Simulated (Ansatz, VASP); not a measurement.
## SiSbTe3 in VASP and in Ansatz

File INCAR:

```
ALGO     = Normal         # electronic algorithm
EDIFF    = 1E-6           # SCF threshold, eV
ENCUT    = 520            # plane-wave cutoff, eV
GGA      = PE             # functional
ISIF     = 2              # what is computed and relaxed
ISMEAR   = 0              # smearing method
LASPH    = True           # aspherical terms in the spheres
LCHARG   = True           # write CHGCAR
LELF     = True           # ELF
LREAL    = False          # projectors in reciprocal space
LVHAR    = True         
LWAVE    = False          # write WAVECAR
NBANDS   = 38             # bands
NELM     = 80             # most SCF steps
PREC     = Accurate       # precision mode
SIGMA    = 0.2            # smearing width, eV
```

KPOINTS

```
k-points
0
Gamma
  4 4 2
```

Contents of POSCAR:

```
SiSbTe3
1.0
    5.2667903073      0.0000000000      0.0000000000
    0.0000000000      5.2667903073      0.0000000000
    0.0000000000      0.0000000000     10.5335806145
Si Sb Te
2 2 6
Direct
    0.0000000000      0.0000000000      0.5000000000
    0.0000000000      0.0000000000      1.0000000000
    0.5000000000      0.5000000000      0.2500000000
    0.5000000000      0.5000000000      0.7500000000
    0.5000000000      0.0000000000      0.5000000000
    0.5000000000      0.0000000000      0.0000000000
    0.0000000000      0.5000000000      0.5000000000
    1.0000000000      0.5000000000      0.0000000000
    0.0000000000      0.0000000000      0.2500000000
    0.0000000000      0.0000000000      0.7500000000
```

Input for Ansatz:

```yaml
crystal:
  lattice:
    - [5.2667903073, 0.0, 0.0]
    - [0.0, 5.2667903073, 0.0]
    - [0.0, 0.0, 10.5335806145]
  atoms:
    - { symbol: Si, position: [0.0, 0.0, 0.5] }
    - { symbol: Si, position: [0.0, 0.0, 1.0] }
    - { symbol: Sb, position: [0.5, 0.5, 0.25] }
    - { symbol: Sb, position: [0.5, 0.5, 0.75] }
    - { symbol: Te, position: [0.5, 0.0, 0.5] }
    - { symbol: Te, position: [0.5, 0.0, 0.0] }
    - { symbol: Te, position: [0.0, 0.5, 0.5] }
    - { symbol: Te, position: [1.0, 0.5, 0.0] }
    - { symbol: Te, position: [0.0, 0.0, 0.25] }
    - { symbol: Te, position: [0.0, 0.0, 0.75] }
basis:
  ecutwfc: 420
kpoints:
  mp_grid: { grid: [4, 4, 2] }
hamiltonian:
  xc: pbe
scf:
  occupations: { method: gaussian, width: 0.2 }
  lower_state_search: "off"
output:
  forces: true
  stress: true
  eigenvalues: true
```

Alike in both runs: task single point; functional PBE; k mesh 4 × 4 × 2; occupations gaussian, width 0.2 eV; no spin polarisation.

|  | VASP | Ansatz |
| --- | --- | --- |
| version | VASP 6.6.1 | Ansatz 0.2.0 |
| potentials or method | VASP PAW PBE potentials, release 64 (Si, Sb, Te) | scalar-relativistic, plane waves, PAW |
| plane-wave cutoff (eV) | 520 | 420 |
| valence electrons in the cell | 54 | 134 |

```csv
,VASP,Ansatz,Ansatz less VASP
gap on the k mesh at the Fermi level (eV),none,none,-
pressure (GPa),0.8,0.8,+0.01
```

A gap of «none» marks a metal or a gap that the smearing closes. The two sets of potentials don't hold the same shells in valence.

Spin-orbit coupling is left out, which matters for the levels of Sb, Te.
